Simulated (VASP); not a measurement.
```
PbF2
1.0
    0.00000     2.84820     2.84820
    2.84820     0.00000     2.84820
    2.84820     2.84820     0.00000
Pb F
1 2
Cartesian
  0.00000   0.00000   0.00000
  1.42410   1.42410   1.42410
  4.27230   4.27230   4.27230
```

Computed with PBEsol GGA, VASP's PBE PAW potentials (set 64) (plane waves; VASP 6.6.1). Run with 620 eV cut-off, 7×7×7 Γ-centred mesh, Gaussian smearing of 0.050 eV, potentials Pb_d F.

Energy and stress use the plane-wave basis of the starting cell.

Q: The ions, cell shape and volume at an external pressure of 20.0 GPa are relaxed. Predict the relaxed structure.

A: 
```
PbF2
1.0
    0.00000     2.78335     2.78335
    2.78335     0.00000     2.78335
    2.78335     2.78335     0.00000
Pb F
1 2
Cartesian
  0.00000   0.00000   0.00000
  1.39167   1.39167   1.39167
  4.17502   4.17502   4.17502
```
Space group Fm-3m (225), at a tolerance of 0.03 Å.

Q: How do energy and volume change from the first to the last step?

A: The energy (σ→0) changes by +93.9 meV/atom and the volume by -6.7 %, in 3 ionic steps.

The compound is PbF2 in the fluorite structure, the β form. This run relaxes it under an external pressure of 20 GPa. Symmetry was kept, so distortions that lower it aren't found.
